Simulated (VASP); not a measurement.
A convergence study with VASP on Zr (space group no. 194 when undisturbed): one setting is varied, all else stays as given below, so the limit is that of these other settings. One atom is moved off its site, so that forces are finite.

```yaml
crystal:
  lattice:
    - [1.62308, -2.81125, 0.00000]
    - [1.62308, 2.81125, 0.00000]
    - [0.00000, 0.00000, 5.17575]
  atoms:
    - { symbol: Zr, position: [0.33333, 0.66667, 0.25966] }
    - { symbol: Zr, position: [0.66667, 0.33333, 0.75000] }
```

Level of theory: PBE GGA, VASP's PBE PAW potentials (set 64) (plane waves; VASP). The tightest run used: 720 eV cut-off, 12×12×7 Γ-centred mesh, Gaussian smearing of 0.10 eV, potentials Zr_sv.

Q: The settings run are ENCUT = 105; ENCUT = 120; ENCUT = 135; ENCUT = 150; ENCUT = 165; ENCUT = 180; ENCUT = 210; ENCUT = 240; ENCUT = 270; ENCUT = 330; ENCUT = 360; ENCUT = 405; ENCUT = 450; ENCUT = 525; ENCUT = 600; ENCUT = 720. From which on does the energy per atom stay within 0.002 eV/atom of the tightest run?

A: From ENCUT = 405 on: it is off by 0.0006 there and by no more than 0.002 in any finer run, while ENCUT = 360 is off by 0.0046.
```tsv
setting	E (eV/atom)	pressure (GPa)	largest force (eV/Å)	plane waves	difference judged (eV/atom)
ENCUT = 105	1.9700	-687.73	0.327	124	10.4860
ENCUT = 120	-3.2220	-439.11	0.082	148	5.2940
ENCUT = 135	-6.1346	-264.65	0.149	183	2.3814
ENCUT = 150	-7.3568	-151.21	0.075	214	1.1592
ENCUT = 165	-8.0829	-81.58	0.255	240	0.4332
ENCUT = 180	-8.3895	-41.53	0.263	275	0.1266
ENCUT = 210	-8.4876	-9.14	0.186	339	0.0284
ENCUT = 240	-8.5015	-1.30	0.180	416	0.0146
ENCUT = 270	-8.5040	-0.71	0.180	494	0.0121
ENCUT = 330	-8.5088	-1.57	0.177	660	0.0072
ENCUT = 360	-8.5115	-1.36	0.174	750	0.0046
ENCUT = 405	-8.5154	-0.88	0.174	893	0.0006
ENCUT = 450	-8.5162	-0.69	0.174	1041	0.0001
ENCUT = 525	-8.5159	-0.74	0.174	1317	0.0001
ENCUT = 600	-8.5160	-0.73	0.174	1595	0.0000
ENCUT = 720	-8.5160	-0.68	0.174	2094	0.0000
```

Left out are rungs that failed or repeat a setting and relaxations that didn't move; long series are thinned to 24 rows.

The structure is a typed Zr crystal (space group no. 194). The cell was not relaxed at this level, it is distorted from the ideal structure.
